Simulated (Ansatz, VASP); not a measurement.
# Cross-check of NiO2 between VASP and Ansatz

One calculation is typed for both programs; each brings its own data sets. How far apart do they land? The structure shown is the start of the Ansatz relaxation below; VASP solves that cell, so the two are compared at the walk's first step.

Program: Ansatz 0.2.0. Level of theory: plane waves, with VASP 6.6.1 beside it; single point at PBEsol. Results are calculated unless marked as measured.

## Step 1: Set-up

The cell holds 3 atoms: 1 Ni and 2 O. Its edges and angles: a = 2.783 Å, b = 2.783 Å, c = 28.308 Å, α = 90.0°, β = 90.0°, γ = 120.0°. Vacuum lies along c.

## Step 2: Ansatz: relaxation, PBEsol

Ansatz runs on its default PAW (the set named soft_2) files.

The two programs are compared at the cell with which this relaxation starts, whose forces are those of its first step.

File input.yaml:

```yaml
crystal:
  lattice:
    - [2.7834912155, 0.0, 0.0]
    - [-1.3917456077, 2.4105741038, 0.0]
    - [0.0, 0.0, 28.308]
  atoms:
    - { symbol: Ni, position: [0.0, 0.0, 0.3532570298] }
    - { symbol: O, position: [0.3333333333, 0.6666666667, 0.3862275603] }
    - { symbol: O, position: [0.6666666667, 0.3333333333, 0.3202864994] }
  periodic: [true, true, false]
kpoints:
  mp_grid: { grid: [12, 12, 1] }
hamiltonian:
  xc: pbesol
scf:
  occupations: { method: gaussian, width: 0.02 }
output:
  forces: true
  stress: true
  eigenvalues: true
relax:
  adjacent_minimum: "off"
  f_tol: 0.005
  max_steps: 80
  cell: { stress_2d_tol: 0.02 }
```

Run with:

```
$ ansatz run input.yaml --threads 8 --pin off --max-ram 14336MiB --backend cpu --events-out ev --progress --plain --runs-dir out
```

Numbers of over 12 decimals in the logs are rounded to 6 here.

The log of the run:

```text
Engine: ansatz 0.2.0, aarch64-unknown-linux-gnu
Pseudopotentials: kind: paw
Pseudopotential: Ni, paw, valence charge 18, recommended cutoff 420 eV (normal), Ni.paw.azcp
Pseudopotential: O, paw, valence charge 6, recommended cutoff 420 eV (normal), O.paw.azcp
Functional definition: PBEsol
  exchange = pbesol_x
  correlation = pbesol_c
Crystal: 3 atoms, lattice volume = 189.941 Å³
Basis set: ecut = 420 eV, 3755 PW (Γ), exchange–correlation on 40×40×384 points (8 copies of the dense FFT grid, shifted against one another)
Bands: 19, of which v1, the nominal top of the filled ones, is band 15 counted from 1 (14 counted from 0)
Symmetry: 12 space group operations
Space group: P-3m1 (ITA 164), of the structure as read, at distance tolerance 5.7e-5 Å
k-points: 19 of 144
Non-local potential: Ni, projectors of the file, l = 0: 3, l = 1: 2, l = 2: 3, l = 3: 1
Non-local potential: O, projectors of the file, l = 0: 2, l = 1: 2, l = 2: 1
PAW form: soft (Blöchl's): semilocal exchange-correlation on the pseudo side does not see the compensation charge
PAW frozen core: Ni, regenerated for the run's functional, and the local potential with it (the file was generated under x = pbe(κ = 0.804, μ = 0.219515), c = pbe(β = 0.066725))
PAW frozen core: O, regenerated for the run's functional, and the local potential with it (the file was generated under x = pbe(κ = 0.804, μ = 0.219515), c = pbe(β = 0.066725))
PAW one-centre angular grid: Ni, 590 points (default); XC on 64 Gauss nodes
PAW one-centre angular grid: O, 110 points (default); XC on 64 Gauss nodes
Initial density: superposition of atomic densities (neutral atoms: chi_scale 0, normalization atom), corrected by the library's trained network
Initial wavefunctions: pseudopotential atomic-orbital guess
Functional: x = pbesol(κ = 0.804, μ = 0.123457), c = pbesol(β = 0.046)
SCF iter   1: F=—  HF=-6923.851457 eV  |F-HF|=—  |Δ(HF+E_count)|=         —  Δρ=6.40e-3  dr2=3.95e-2  ethr=1.77e-3  ⟨swp⟩=12.5  Hψ=2845  notcnv=0
preconditioner: auto → Resta (q_TF=auto, 2.006 Å⁻¹)  ε∞=2.1  [insulator: Δε(μ)=1.349 eV  Ē_g=12.039 eV  σ=0.020 eV  W_gap=1.00  n_scr=18 (ndim 8)  ℏωp=12.6 eV  f_vac=0.832  D(μ)=0.00/eV (n_scr^D=0)  ε∞_Penn≈2.1  vacuum switching on, ρ_ref=1.1e-2 e/Å³]
SCF iter   2: F=—  HF=-6923.836522 eV  |F-HF|=—  |Δ(HF+E_count)|=   1.49e-2  Δρ=1.33e-3  dr2=9.42e-4  ethr=1.32e-4  ⟨swp⟩=3.7  Hψ=1044  notcnv=0
SCF iter   3: F=—  HF=-6923.836967 eV  |F-HF|=—  |Δ(HF+E_count)|=   4.45e-4  Δρ=1.03e-3  dr2=1.43e-3  ethr=3.14e-6  ⟨swp⟩=3.6  Hψ=940  notcnv=0
SCF iter   4: F=—  HF=-6923.837105 eV  |F-HF|=—  |Δ(HF+E_count)|=   1.38e-4  Δρ=1.45e-3  dr2=2.68e-3  ethr=3.14e-6  ⟨swp⟩=3.5  Hψ=885  notcnv=0
SCF iter   5: F=—  HF=-6923.836879 eV  |F-HF|=—  |Δ(HF+E_count)|=   2.26e-4  Δρ=1.11e-4  dr2=7.90e-6  ethr=3.14e-6  ⟨swp⟩=4.1  Hψ=650  notcnv=0
SCF iter   6: F=—  HF=-6923.836975 eV  |F-HF|=—  |Δ(HF+E_count)|=   9.58e-5  Δρ=1.24e-4  dr2=1.87e-5  ethr=2.63e-8  ⟨swp⟩=3.2  Hψ=946  notcnv=0
SCF iter   7: F=—  HF=-6923.836973 eV  |F-HF|=—  |Δ(HF+E_count)|=   1.39e-6  Δρ=1.69e-5  dr2=1.64e-7  ethr=2.63e-8  ⟨swp⟩=3.4  Hψ=724  notcnv=0
SCF iter   8: F=-6923.836973 eV  HF=-6923.836973 eV  |F-HF|=5.33e-8  |Δ(HF+E_count)|=   8.18e-8  Δρ=5.82e-6  dr2=5.56e-8  ethr=3.33e-10  ⟨swp⟩=13.4  Hψ=2319  notcnv=0
SCF 1 converged in 8 iterations: F = -6923.836973 eV  dr2 = 5.56e-8
  greatest PAW one-centre occupation: 1.000 electrons in one spin orbital (limit 2), on the Ni atom at site 0 (counted from 0), in its partial waves of l = 0
relax step   1: F+E_penalty+E_count = -6923.83697339 eV  Δ(F+E_penalty+E_count) = +0.000e0 eV  max|allowed force component| = 2.236e-4 eV/Å  Δτ_max = 0.0000 Å  P = -0.009 N/m  Ω = 189.941 Å³  fix = [c, alpha, beta]  reactions: c -0.000 N/m  (8 SCF iters, dr2 threshold 1.00e-7 eV, accepted)
Initial density: handed on by an earlier stage of this run
Initial wavefunctions: pseudopotential atomic-orbital guess (no wavefunctions were taken with the density)
iter 1 solved again at ethr=1.35e-7 eV; its pass at ethr=3.10e-3 eV (dr2=4.05e-5 eV) is discarded
SCF iter   1: F=—  HF=-6923.836890 eV  |F-HF|=—  |Δ(HF+E_count)|=         —  Δρ=6.05e-6  dr2=5.93e-8  ethr=1.35e-7  ⟨swp⟩=5.6  Hψ=4538  notcnv=0
preconditioner: auto → Resta (q_TF=auto, 2.006 Å⁻¹)  ε∞=2.1  [insulator: Δε(μ)=1.302 eV  Ē_g=12.069 eV  σ=0.020 eV  W_gap=1.00  n_scr=18 (ndim 8)  ℏωp=12.6 eV  f_vac=0.832  D(μ)=0.00/eV (n_scr^D=0)  ε∞_Penn≈2.1  vacuum switching on, ρ_ref=1.1e-2 e/Å³]
SCF iter   2: F=—  HF=-6923.836973 eV  |F-HF|=—  |Δ(HF+E_count)|=   8.30e-5  Δρ=1.67e-5  dr2=3.83e-7  ethr=1.98e-10  ⟨swp⟩=4.9  Hψ=1179  notcnv=0
SCF iter   3: F=—  HF=-6923.836973 eV  |F-HF|=—  |Δ(HF+E_count)|=   4.16e-8  Δρ=7.66e-7  dr2=8.66e-10  ethr=1.98e-10  ⟨swp⟩=3.0  Hψ=763  notcnv=0
SCF iter   4: F=—  HF=-6923.836973 eV  |F-HF|=—  |Δ(HF+E_count)|=  5.18e-11  Δρ=4.77e-7  dr2=2.79e-10  ethr=2.89e-12  ⟨swp⟩=3.8  Hψ=847  notcnv=0
SCF iter   5: F=—  HF=-6923.836973 eV  |F-HF|=—  |Δ(HF+E_count)|=  2.09e-11  Δρ=1.01e-7  dr2=9.96e-12  ethr=1.00e-12  ⟨swp⟩=2.4  Hψ=546  notcnv=0
SCF iter   6: F=-6923.836973 eV  HF=-6923.836973 eV  |F-HF|=6.55e-11  |Δ(HF+E_count)|=  4.27e-11  Δρ=5.00e-8  dr2=2.38e-12  ethr=1.00e-12  ⟨swp⟩=12.5  Hψ=2534  notcnv=0
SCF 2 converged in 6 iterations: F = -6923.836973 eV  dr2 = 2.38e-12
relax step   2: F+E_penalty+E_count = -6923.83697343 eV  Δ(F+E_penalty+E_count) = -4.756e-8 eV  max|allowed force component| = 3.293e-4 eV/Å  Δτ_max = 0.0000 Å  P = -0.009 N/m  Ω = 189.941 Å³  fix = [c, alpha, beta]  reactions: c -0.000 N/m  stress off target by 9.39e-3 N/m on what of the cell is left free  SCF on the basis re-selected at this cell (its energy is not comparable with the rows above)  (6 SCF iters)
basis re-selected at this cell: Δ(F+E_penalty+E_count) = -4.756e-8 eV, ΔP = -0.000 N/m vs the last step (what re-selecting the basis moved, of the pressure what is left beyond the Pulay correction that the steps carried, after the strain that the cell walked since its last selection, with what the two solves' SCF thresholds leave and, on support functions, any second-order correction that the steps lacked; it is no m [...]
SCF converged after 6 iterations
Free energy (F): -6923.836973 eV
Harris-Foulkes:  -6923.836973 eV  (|F-HF|=6.55e-11)
Internal energy: -6923.836973 eV  (E = F + TS)
E sigma→0 (E₀):  -6923.836973 eV
Fermi energy:    -7.404044 eV
--- Per-component energies (eV) ---
  E_band       = -960.308620
  E_kinetic    = 623.840704
  E_local      = -80360.091278  (includes V_loc(G=0)·N_el)
  E_nonlocal   = 723.359003
  E_hartree    = 39460.166626
  E_xc         = -228.969384
  E_vxc        = -294.657040  (∫ρ·V_xc dr)
  E_paw        = -1887.555278  (= ΣΔE_a)
  E_vpaw       = -573.097978  (= ΣTr[D̂ρ^β])
  E_aug_tail   = 0.004805  (compensation charges beyond the density's cutoff)
  E_ewald      = 34745.139963
  E_core_change = 0.267865  (= ΣΔE_core)
  E_smearing   = -0.000000  (= −TS)
  E_closure    = -0.000000  (closes the sum)
  Σ components = -6923.836973   (vs F -6923.836973, Δ=0.00e0)
--- Forces (eV/Å), atoms counted from 1 ---
  atom   1  Ni     0.00000000     0.00000000     0.00000000
  atom   2  O     -0.00000000    -0.00000000    -0.00032928
  atom   3  O      0.00000000     0.00000000     0.00032928
  max |Σ_I F_I| component: 9.25e-18 eV/Å
--- 2D stress c σ (N/m, compression-positive) ---
       -0.009386      -0.000000      -0.000000
       -0.000000      -0.009386       0.000000
        0.000000       0.000000       0.000000
  P = ½ c Tr σ = -0.0094 N/m
--- Band table (eV; the first three rows and the last of 19) ---
  k-point 0: bands = [... 11 lower, -9.3872, -9.0480, -9.0480, -8.1281, -5.5979, -5.5979, -0.6934, -0.2673]
  k-point 1: bands = [... 11 lower, -9.2464, -9.1437, -8.8957, -8.0672, -5.8402, -5.6548, -0.4660, -0.0954]
  k-point 2: bands = [... 11 lower, -9.3402, -8.8425, -8.7124, -8.0754, -6.3900, -5.7719, 0.1519, 0.4117]
  k-point 18: bands = [... 11 lower, -10.8427, -9.7466, -8.6818, -8.6818, -6.3892, -6.3892, 6.5080, 6.6251]
--- Relaxed structure (1 steps of the walk, 1 accepted, 1 SCFs on fresh bases) ---
  F+E_penalty+E_count = -6923.83697343 eV   max|allowed force component| = 3.293e-4 eV/Å   (the final SCF, on the basis selected at the relaxed cell)
  cell:  # Å, volume = 189.9414 Å³
    - [2.783491, -2.8867398316439578e-11, 0.0]
    - [-1.391746, 2.410574, 0.0]
    - [0.0, 0.0, 28.308]
  atoms:
    - { symbol: Ni, position: [0.0, 0.0, 0.353257] }
    - { symbol: O, position: [0.333333, 0.666667, 0.386228] }
    - { symbol: O, position: [0.666667, 0.333333, 0.320286] }
```

## Step 3: VASP: single point, PBEsol, start cell, pair 1

The same cell, functional, mesh and smearing now go to VASP, with its own data sets.

Lines of VASP's logs that name or quote its potential files are left out, and so is its time.

File INCAR:

```
SYSTEM = NiO2
PREC = Accurate
ENCUT = 520
EDIFF = 1E-06
NELM = 120
ISMEAR = 0
SIGMA = 0.02
LREAL = .FALSE.
ALGO = Normal
GGA = PS
NBANDS = 17
LASPH = .TRUE.
LORBIT = 11
LWAVE = .FALSE.
LCHARG = .FALSE.
ISIF = 2
LDIPOL = .TRUE.
IDIPOL = 3
DIPOL = 0.5 0.5 0.353
LVHAR = .TRUE.
GGA_COMPAT = .FALSE.
EFERMI = MIDGAP
NELMDL = -8
```

File POSCAR:

```
NiO2
1.0
    2.7834910000      0.0000000000      0.0000000000
   -1.3917460000      2.4105740000      0.0000000000
    0.0000000000      0.0000000000     28.3080000000
Ni O
1 2
Direct
    0.0000000000      0.0000000000      0.3532570298
    0.3333333839      0.6666665284      0.3862275682
    0.6666669753      0.3333334716      0.3202864915
```

File KPOINTS:

```
Automatic mesh
0
Gamma
12 12 1
0 0 0
```

PAW data sets: Ni and O (PBE family, release 64).

Run with:

```
$ mpirun -np 1 vasp_std
```

The log of the run:

```text
[banner, memory and clock lines left out]
running    1 mpi-ranks, on    1 nodes
 distrk:  each k-point on    1 cores,    1 groups
 distr:  one band on    1 cores,    1 groups

 POSCAR found type information on POSCAR NiO
 POSCAR found :  2 types and       3 ions
|                                                                             |
|               ----> ADVICE to this user running VASP <----                  |
|                                                                             |
|     You enforced a specific xc type in the INCAR file but a different       |
|     [... a line on the potential file left out ...]
|     I HOPE YOU KNOW WHAT YOU ARE DOING!                                     |
|                                                                             |

 LDA part: xc-table for (Slater+PW92), standard interpolation
 POSCAR, INCAR and KPOINTS ok, starting setup
 FFT: planning ... GRIDC
 FFT: planning ... GRID_SOFT
 FFT: planning ... GRID
 WAVECAR not read
 entering main loop
       N       E                     dE             d eps       ncg     rms          rms(c)
DAV:   1     0.200067939942E+03    0.20007E+03   -0.86753E+03   654   0.101E+03
DAV:   2     0.500536220678E+01   -0.19506E+03   -0.18254E+03   929   0.252E+02
DAV:   3    -0.257392739493E+02   -0.30745E+02   -0.30487E+02   687   0.124E+02
DAV:   4    -0.264322569322E+02   -0.69298E+00   -0.69249E+00   832   0.244E+01
DAV:   5    -0.264466573780E+02   -0.14400E-01   -0.14400E-01   874   0.281E+00
DAV:   6    -0.264468884969E+02   -0.23112E-03   -0.23111E-03   857   0.363E-01
DAV:   7    -0.264468994926E+02   -0.10996E-04   -0.10996E-04   922   0.626E-02
DAV:   8    -0.264468997473E+02   -0.25461E-06   -0.25472E-06   700   0.852E-03    0.281E+01
DAV:   9    -0.320198784730E+02   -0.55730E+01   -0.71526E+01   808   0.181E+02    0.461E+01
DAV:  10    -0.211118121683E+02    0.10908E+02   -0.13441E+01   828   0.804E+01    0.179E+01
DAV:  11    -0.189965692503E+02    0.21152E+01   -0.12848E+01   942   0.900E+01    0.773E+00
DAV:  12    -0.191125726399E+02   -0.11600E+00   -0.31311E+00   945   0.491E+01    0.561E+00
DAV:  13    -0.187767758169E+02    0.33580E+00   -0.82984E-01   822   0.232E+01    0.148E+00
DAV:  14    -0.187653079907E+02    0.11468E-01   -0.96776E-02   943   0.369E+00    0.928E-01
[...]
DAV:  20    -0.187575873246E+02   -0.11113E-04   -0.16838E-06   575   0.174E-02    0.728E-03
DAV:  21    -0.187576004482E+02   -0.13124E-04   -0.38807E-06   805   0.507E-02    0.114E-02
DAV:  22    -0.187576146352E+02   -0.14187E-04   -0.16204E-06   631   0.193E-02    0.384E-03
DAV:  23    -0.187576168465E+02   -0.22113E-05   -0.44939E-07   732   0.955E-03    0.515E-03
DAV:  24    -0.187576186972E+02   -0.18508E-05   -0.14398E-07   675   0.758E-03    0.309E-03
DAV:  25    -0.187576210514E+02   -0.23542E-05   -0.70393E-08   673   0.499E-03    0.845E-04
DAV:  26    -0.187576224521E+02   -0.14006E-05   -0.58485E-08   721   0.398E-03    0.505E-04
DAV:  27    -0.187576231893E+02   -0.73728E-06   -0.33332E-08   685   0.173E-03
   1 F= -.18757623E+02 E0= -.18757623E+02  d E =0.000000E+00
```

Parts of OUTCAR (step 3):

```text
ion  position               nearest neighbor table
   1  0.000  0.000  0.353-   3 1.86   2 1.86   3 1.86   2 1.86   3 1.86   2 1.86
   2  0.333  0.667  0.386-   1 1.86   1 1.86   1 1.86
   3  0.667  0.333  0.320-   1 1.86   1 1.86   1 1.86

  LATTYP: Found a hexagonal cell.
 ALAT       =     2.7834910000
 C/A-ratio  =    10.1699628273

 Subroutine GETGRP returns: Found 12 space group operations
 (whereof  6 operations were pure point group operations)

The static configuration has the point symmetry C_3v.
 The point group associated with its full space group is D_3d.

 Found     19 irreducible k-points:

   k-points           NKPTS =     19   k-points in BZ     NKDIM =     19   number of bands    NBANDS=     17

   dimension x,y,z NGX =    24 NGY =   24 NGZ =  216
   dimension x,y,z NGXF=    48 NGYF=   48 NGZF=  432

   ENCUT  =  520.0 eV  38.22 Ry    6.18 a.u.   5.18  5.18 52.63*2*pi/ulx,y,z

   NELECT =      22.0000    total number of electrons

 k-points in reciprocal lattice and weights: Automatic mesh
   0.00000000  0.00000000  0.00000000       0.007
   0.08333333 -0.00000000  0.00000000       0.042
   0.16666667 -0.00000000  0.00000000       0.042
   0.25000000 -0.00000000  0.00000000       0.042
   0.33333333 -0.00000000  0.00000000       0.042
   0.41666667 -0.00000000  0.00000000       0.042
   0.50000000 -0.00000000  0.00000000       0.021
   0.08333333  0.08333333  0.00000000       0.042
   0.16666667  0.08333333  0.00000000       0.083
[...]
0.33333333  0.25000000  0.00000000       0.083
   0.33333333  0.33333333  0.00000000       0.014

 dipolmoment           0.000000      0.000000      0.000001 electrons x Angstroem

 average (electrostatic) potential at core
       1 -98.2462       2 -81.2686       3 -81.2686

 E-fermi :  -5.7300

 k-point     1 :       0.0000    0.0000    0.0000
  band No.  band energies     occupation
    ...
      7      -8.4043      2.00000
      8      -7.6507      2.00000
      9      -7.3064      2.00000
     10      -7.3064      2.00000
     11      -6.4452      2.00000
     12      -3.9276      0.00000
     13      -3.9276      0.00000
     14       1.0751      0.00000
     15       1.4970      0.00000
     16       1.7732      0.00000
    ...

 k-point     2 :       0.0833   -0.0000    0.0000
  band No.  band energies     occupation
    ...
      7      -8.6001      2.00000
      8      -7.5107      2.00000
      9      -7.4223      2.00000
     10      -7.1685      2.00000
     11      -6.3830      2.00000
     12      -4.1695      0.00000
     13      -3.9843      0.00000
     14       1.3019      0.00000
     15       1.6690      0.00000
     16       1.9572      0.00000
    ...

 k-point     3 :       0.1667   -0.0000    0.0000
  band No.  band energies     occupation
    ...
      7      -8.9577      2.00000
      8      -7.6348      2.00000
      9      -7.1126      2.00000
     10      -7.0021      2.00000
     11      -6.3929      2.00000
     12      -4.7211      0.00000
     13      -4.1000      0.00000
     14       1.9184      0.00000
     15       2.1765      0.00000
     16       2.5052      0.00000
    ...

  Total        0.1604984      0.1604984      0.0692575     -0.0000000     -0.0000000      0.0000000
  in kB        1.3538229      1.3538230      0.5841952     -0.0000003     -0.0000000      0.0000000
  external PRESSURE =       1.0972804 kB  Pullay stress =       0.0000000 kB

  energy-cutoff  :      520.00
  volume of cell :      189.94
      direct lattice vectors                 reciprocal lattice vectors
     2.783491000  0.000000000  0.000000000     0.359261086  0.207419552  0.000000000
    -1.391746000  2.410574000  0.000000000     0.000000000  0.414838955  0.000000000
     0.000000000  0.000000000 28.308000000     0.000000000  0.000000000  0.035325703

 POSITION                                       TOTAL-FORCE (eV/Angst)
 -----------------------------------------------------------------------------------
      0.00000      0.00000     10.00000        -0.000000      0.000000      0.000000
     -0.00000      1.60705     10.93333         0.000000     -0.000000      0.065182
      1.39175      0.80352      9.06667        -0.000000      0.000000     -0.065182
 -----------------------------------------------------------------------------------
    total drift:                               -0.001084      0.000000     -0.000100

  FREE ENERGIE OF THE ION-ELECTRON SYSTEM (eV)
  ---------------------------------------------------
  free  energy   TOTEN  =       -18.7576231893 eV

  energy  without entropy=      -18.7576231893  energy(sigma->0) =      -18.75762319

 vacuum level on the upper side and lower side of the slab         1.748         1.747

 total charge
# of ion       s       p       d       tot
------------------------------------------
    1        0.527   0.851   8.240   9.618
    2        1.588   3.321   0.000   4.909
    3        1.588   3.321   0.000   4.909
--------------------------------------------------
tot          3.703   7.494   8.240  19.437

[... 3 further parts left out ...]
```

This run has no spin polarisation, so a moment on Ni, if there is one, isn't seen.

(Part 1 of 2 ends here.)

[Lines on the potential files, build, host, timing and source positions are cut from VASP's logs without a mark.]

[Logs are printed without paths, hosts, clocks, repeated set-up lines and the standing remarks that a program may print on its own settings, such as how far it seeks lower states.]

[Hosts, paths, dates, database ids (printed as entryN), source tags and the programs' standing remarks are cut or masked in the printed files.]
